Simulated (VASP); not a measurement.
Runs of VASP 6.6.1 on Ta. The structure is cubic, space group Im-3m (No. 229). Conventional cell: a = 3.303 Å, b = 3.303 Å, c = 3.303 Å, α = 90.00°, β = 90.00°, γ = 90.00°. Around Ta (site symmetry m-3m) lie 8 Ta at 2.86 Å. 

```tsv
k mesh	cutoff (eV)	mesh quality	gap on the mesh (eV)	pressure (GPa)
14 × 14 × 14	520	not flagged	none	3.1
4 × 4 × 4	520	coarse	none	3.3
24 × 24 × 24	520	not flagged	none	3.1
14 × 14 × 14	350	not flagged	none	(a)
6 × 6 × 6	520	coarse	none	5.5
```

Alike in all rows: task single point; level PBE; potentials or basis VASP PAW PBE potentials, release 64 (Ta_pv); no spin polarisation; cell as given; smearing gaussian 0.1 eV.

Fill in the values left out.

(a) 3.0.

Caveats: some runs use coarse meshes.

A k mesh can miss the band edges, and the runs leave out spin-orbit coupling on Ta.

A gap of «none» marks a metal or a gap under the smearing width.
